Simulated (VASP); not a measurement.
A convergence study with VASP on GaSb (zinc blende): one setting is varied, all else stays as given below, so the limit is that of these other settings.

```xyz
2
Lattice="0.0000 3.0500 3.0500 3.0500 0.0000 3.0500 3.0500 3.0500 0.0000" Properties=species:S:1:pos:R:3 pbc="T T T"
Ga     0.0000     0.0000     0.0000
Sb     1.5250     1.5250     1.5250
```

Calculation: LDA (Ceperley-Alder, Perdew-Zunger), VASP's LDA PAW potentials (set 64) (plane waves; VASP). The tightest run used: 550 eV cut-off, 16×16×16 Γ-centred mesh, tetrahedra with Blöchl corrections, potentials Ga_d Sb.

Problem. The settings run are 3×3×3 mesh; 4×4×4 mesh; 5×5×5 mesh; 6×6×6 mesh; 7×7×7 mesh; 8×8×8 mesh; 9×9×9 mesh; 10×10×10 mesh; 11×11×11 mesh; 12×12×12 mesh; 13×13×13 mesh; 14×14×14 mesh; 15×15×15 mesh; 16×16×16 mesh. From which on does the stress (every component) stay within 0.2 GPa of the tightest run?

Solution. From 6×6×6 mesh on: it is off by 0.12 there and by no more than 0.2 in any finer run, while 5×5×5 mesh is off by 0.28.
```csv
setting,E (eV/atom),pressure (GPa),irreducible k-points,difference judged (GPa)
3×3×3 mesh,-4.0192,1.20,4,2.35
4×4×4 mesh,-4.2309,-0.40,8,0.76
5×5×5 mesh,-4.2950,-0.87,10,0.28
6×6×6 mesh,-4.3178,-1.04,16,0.12
7×7×7 mesh,-4.3270,-1.10,20,0.05
8×8×8 mesh,-4.3310,-1.13,29,0.02
9×9×9 mesh,-4.3329,-1.14,35,0.01
10×10×10 mesh,-4.3339,-1.15,47,0.01
11×11×11 mesh,-4.3344,-1.15,56,0.00
12×12×12 mesh,-4.3347,-1.15,72,0.00
13×13×13 mesh,-4.3349,-1.15,84,0.00
14×14×14 mesh,-4.3350,-1.16,104,0.00
15×15×15 mesh,-4.3351,-1.16,120,0.00
16×16×16 mesh,-4.3351,-1.16,145,0.00
```

Left out are rungs that failed or repeat a setting and relaxations that didn't move; long series are thinned to 24 rows.

The compound is GaSb in the zinc blende structure. The cell was not relaxed at this level.
